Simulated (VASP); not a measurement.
A run of VASP 6.6.1:

INCAR

```
PREC = Accurate ; ENCUT = 520
EDIFF = 1E-7 ; ISMEAR = 0
SIGMA = 0.1 ; LREAL = False
LASPH = True ; NELM = 120
ALGO = Normal ; ISIF = 3
LWAVE = False ; LCHARG = False
GGA = PE ; IBRION = 2
NSW = 60 ; EDIFFG = -0.005
POTIM = 0.3 ; KPAR = 4
```

Contents of KPOINTS:

```
Automatic mesh
0
Gamma
  8 8 4
```

Contents of POSCAR:

```
Ga3BiO4                                 
1.0
    3.5960809152      0.0000000000     -0.0000000000
    0.0000000000      3.5960809152     -0.0000000000
   -0.0000000000     -0.0000000000      9.1809268185
  Ga              Bi              O             
     3     1     4
Direct
     0.5000000000000000    0.5000000000000000    0.7857113217801152
     0.5000000000000000    0.5000000000000000    0.2142886782198847
     0.0000000000000000    0.0000000000000000    0.0000000000000000
     0.0000000000000000    0.0000000000000000    0.5000000000000000
     0.5000000000000000    0.0000000000000000    0.8628945514641256
     1.0000000000000000    0.5000000000000000    0.1371054485358744
     0.5000000000000000    1.0000000000000000    0.1371054485358744
     0.0000000000000000    0.5000000000000000    0.8628945514641256
```

Potentials or basis: VASP PAW PBE potentials, release 64 (Ga_d, Bi_d, O).

The run is started by

```bash
$ cat potpaw_PBE.64/Ga_d/POTCAR potpaw_PBE.64/Bi_d/POTCAR potpaw_PBE.64/O/POTCAR > POTCAR
$ mpirun -np 4 vasp_std > vasp.out
```

Hardware: 4 MPI ranks on Intel(R) Xeon(R) Platinum 8488C (Sapphire Rapids), on a shared host.

Q: How long does it take, and how much memory?

A: It took 77 s on 4 MPI ranks on Intel(R) Xeon(R) Platinum 8488C (Sapphire Rapids) (shared host), peak memory 0.36 GiB a rank. Counts: scf iterations 21, k points 45, ion steps 2.
